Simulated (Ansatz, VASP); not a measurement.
# CdAu: VASP beside Ansatz, part 2 of 2

Wanted: the spread between two codes on one cell, functional and k mesh. The cell is taken from a series of runs on this material, whose earlier steps may have relaxed, scaled, displaced or heated it; both programs get it as it stands.

VASP 6.6.1 and Ansatz 0.2.0.

So far: Set-up; VASP: zone-centre phonons, PBEsol; Ansatz: zone-centre phonons, PBEsol; Differences.

## 5. Ansatz: relaxation of cell and atoms, PBEsol

Level of this step: Ansatz beside VASP: Kohn-Sham DFT, plane waves, PBEsol (Ansatz).

The relaxed volume is the usual yardstick between codes: in a stiff, nearly cubic crystal its relative difference is about their pressure difference at one cell divided by the bulk modulus. This pair takes another cell of the material, with 4 atoms against 2 for the pair before.

The cell is taken from a series of runs on this material, whose earlier steps may have relaxed, scaled, displaced or heated it; both programs get it as it stands.

File input.yaml:

```yaml
crystal:
  lattice:
    - [-3.3174904026, 0.0, 0.0]
    - [0.0, -3.3174904026, -3.3174904026]
    - [0.0, -3.3174904026, 3.3174904026]
  atoms:
    - { symbol: Cd, position: [0.5, -0.018609838, 0.481390162] }
    - { symbol: Cd, position: [0.5, 0.518609838, 0.018609838] }
    - { symbol: Au, position: [0.0, 0.4788997129, 0.5211002871] }
    - { symbol: Au, position: [0.0, 0.0211002871, -0.0211002871] }
kpoints:
  mp_grid: { grid: [12, 10, 10] }
hamiltonian:
  xc: pbesol
  pseudopotentials: { kind: paw, azcp: { folder: soft_1 }, xc_functional: pbe }
scf:
  occupations: { method: methfessel_paxton, width: 0.2 }
output:
  forces: true
  stress: true
  eigenvalues: true
relax:
  adjacent_minimum: "off"
  f_tol: 0.002
  max_steps: 120
  cell: { stress_tol: 0.03 }
```

Run with:

```bash
> ansatz run input.yaml --threads 4 --pin off --max-ram 10240MiB --backend cpu --events-out ev --progress --plain --runs-dir out
```

Numbers of over 12 decimals in the logs are rounded to 6 here.

The program printed:

```text
[...]
Crystal: 4 atoms, lattice volume = 73.023 Å³
Basis set: ecut = 420 eV, 1459 PW (Γ), exchange–correlation on 48×64×64 points (8 copies of the dense FFT grid, shifted against one another)
Bands: 47, of which v1, the nominal top of the filled ones, is band 39 counted from 1 (38 counted from 0)
Symmetry: 8 space group operations
[...]
k-points: 217 of 1200
[...]
cell:  # Å, volume = 72.9725 Å³
    - [-3.095757, 0.0, 0.0]
    - [0.0, -3.509165, -3.358601]
    - [0.0, -3.509165, 3.358601]
  atoms:
    - { symbol: Cd, position: [0.500000, -0.025744, 0.474256] }
    - { symbol: Cd, position: [0.500000, 0.525744, 0.025744] }
    - { symbol: Au, position: [0, 0.471606, 0.528394] }
    - { symbol: Au, position: [0, 0.028394, -0.028394] }
[key lines of the parts left out:]
SCF converged after 6 iterations
Free energy (F): -42386.695070 eV
Fermi energy:    18.320949 eV
P = ⅓ Tr σ = -0.0069 GPa (-0.069 kbar)
```

## 6. VASP: relaxation of cell and atoms, PBEsol

The same cell, functional, mesh and smearing now go to VASP, with its own data sets.

File INCAR:

```
SYSTEM = CdAu
PREC = Accurate
ENCUT = 500
EDIFF = 1E-07
NELM = 120
ISMEAR = 1
SIGMA = 0.2
LREAL = .FALSE.
ALGO = Normal
GGA = PS
NBANDS = 29
LASPH = .TRUE.
LORBIT = 11
LWAVE = .FALSE.
LCHARG = .FALSE.
ISIF = 3
IBRION = 2
NSW = 80
EDIFFG = -0.005
GGA_COMPAT = .FALSE.
NELMIN = 4
KPAR = 2
```

File POSCAR:

```
CdAu
1.0
   -3.3174900000      0.0000000000      0.0000000000
    0.0000000000     -3.3174900000     -3.3174900000
    0.0000000000     -3.3174900000      3.3174900000
Cd Au
2 2
Direct
    0.5000000000      0.9813901474      0.4813901474
    0.5000000000      0.5186098526      0.0186098526
    0.0000000000      0.4788997103      0.5211002897
    0.0000000000      0.0211002897      0.9788997103
```

File KPOINTS:

```
Automatic mesh
0
Gamma
12 10 10
0 0 0
```

The projector-augmented-wave data sets are Cd and Au (PBE family, release 64).

Run with:

```bash
> mpirun -np 2 vasp_std
```

The program printed:

```text
[banner, memory and clock lines left out]
running    2 mpi-ranks, on    1 nodes
[...]
[... a notice as in an earlier step ...]

 LDA part: xc-table for (Slater+PW92), standard interpolation
 POSCAR, INCAR and KPOINTS ok, starting setup
[...]
entering main loop
       N       E                     dE             d eps       ncg     rms          rms(c)
DAV:   1     0.344345187444E+03    0.34435E+03   -0.23844E+04 12650   0.154E+03
DAV:   2    -0.998525661286E+00   -0.34534E+03   -0.33010E+03 13108   0.390E+02
DAV:   3    -0.117741723327E+02   -0.10776E+02   -0.10647E+02 14189   0.769E+01
DAV:   4    -0.118416726351E+02   -0.67500E-01   -0.67471E-01 13551   0.532E+00
[...]
DAV:  10    -0.109436953434E+02   -0.30342E-04   -0.16247E-04 14201   0.119E-01    0.550E-02
DAV:  11    -0.109436971481E+02   -0.18046E-05   -0.14888E-05 13436   0.459E-02    0.537E-03
DAV:  12    -0.109436971464E+02    0.16989E-08   -0.36429E-07 12954   0.506E-03
   1 F= -.10943697E+02 E0= -.10943463E+02  d E =-.109437E+02
[... from here on, the cycles between the ionic steps are left out ...]
   2 F= -.10943986E+02 E0= -.10943791E+02  d E =-.288973E-03
   3 F= -.10944544E+02 E0= -.10944332E+02  d E =-.847048E-03
  37 F= -.10956471E+02 E0= -.10956726E+02  d E =-.110076E-02
  38 F= -.10956972E+02 E0= -.10957539E+02  d E =-.160222E-02
  39 F= -.10956997E+02 E0= -.10957534E+02  d E =-.162677E-02
  40 F= -.10957158E+02 E0= -.10957729E+02  d E =-.161108E-03
  41 F= -.10957219E+02 E0= -.10957818E+02  d E =-.221809E-03
  42 F= -.10957315E+02 E0= -.10957930E+02  d E =-.963097E-04
  43 F= -.10957326E+02 E0= -.10957946E+02  d E =-.107014E-03
  44 F= -.10957391E+02 E0= -.10958011E+02  d E =-.654502E-04
  45 F= -.10957435E+02 E0= -.10958052E+02  d E =-.109698E-03
  46 F= -.10957406E+02 E0= -.10958008E+02  d E =-.805430E-04
  47 F= -.10957443E+02 E0= -.10958056E+02  d E =-.116997E-03
[...]
reached required accuracy - stopping structural energy minimisation
```

Parts of OUTCAR (step 6):

```text
  Total       -0.0082997      0.0091902     -0.0136092      0.0000000      0.0000000      0.0000000
  in kB       -0.1814702      0.2009414     -0.2975614      0.0000000      0.0000000      0.0000000
  external PRESSURE =      -0.0926967 kB  Pullay stress =       0.0000000 kB

 POSITION                                       TOTAL-FORCE (eV/Angst)
 -----------------------------------------------------------------------------------
     -1.54923     -5.08336     -1.68279         0.000000     -0.001994      0.000000
     -1.54923     -1.94352     -1.68279         0.000000      0.001994      0.000000
      0.00000     -3.51344      0.19800         0.000000      0.000000     -0.001868
      0.00000     -3.51344      3.16758         0.000000      0.000000      0.001868
 -----------------------------------------------------------------------------------
    total drift:                               -0.000000     -0.000000     -0.000000

  FREE ENERGIE OF THE ION-ELECTRON SYSTEM (eV)
  ---------------------------------------------------
  free  energy   TOTEN  =       -10.9574425289 eV

  energy  without entropy=      -10.9592822712  energy(sigma->0) =      -10.95805578

 reached required accuracy - stopping structural energy minimisation

[... 3 further parts left out ...]
[key lines of the parts left out:]
E-fermi :   6.1558
```

## 7. Side by side

What differs besides the data sets and the points named for the pairs above, as far as they apply: the data sets hold 78 valence electrons in Ansatz (on its PAW soft_1 files) and 46 in VASP; Ansatz adds a Pulay correction to the stress that steers its cell, VASP none. Total energies have different zeros and are not compared.

The two programs side by side:

```
                                         quantity  Ansatz   VASP  difference
                                      volume (Å³)   72.97  73.28     -0.42 %
edge a after relaxation, in the typed setting (Å)   3.096  3.099     -0.09 %
edge b after relaxation, in the typed setting (Å)   4.857  4.865     -0.16 %
```

## 8. Outcome

```yaml
r_m_s_difference_of_the_optical_zone_centre_modes_each_program_s_sorted_by_frequency_zone_centre_phonons_pbesol: 2.0 cm⁻¹
difference_in_optical_mode_1_to_3_zone_centre_phonons_pbesol: -1.6 %
difference_in_volume_relaxation_of_cell_and_atoms_pbesol: -0.42 %
```

What this shows: The difference in volume is -0.42 % (relaxation of cell and atoms, PBEsol), within the 1.2 % picked in this series as the mark of a large difference, as far as the stopping tolerances let one tell. The data sets hold unlike numbers of valence electrons (39 in Ansatz and 23 in VASP and 78 in Ansatz and 46 in VASP), so part of the differences comes from the potentials. Among the rows given in per cent, the largest difference of the zone-centre phonons, PBEsol pair is in optical mode 1 to 3, -1.6 %. How closely two codes agree says nothing of how well the functional describes the real material.

[Lines on the potential files, build, host, timing and source positions are cut from VASP's logs without a mark.]

[Logs are printed without paths, hosts, clocks, repeated set-up lines and the standing remarks that a program may print on its own settings, such as how far it seeks lower states.]

[Hosts, paths, dates, database ids (printed as entryN), source tags and the programs' standing remarks are cut or masked in the printed files.]
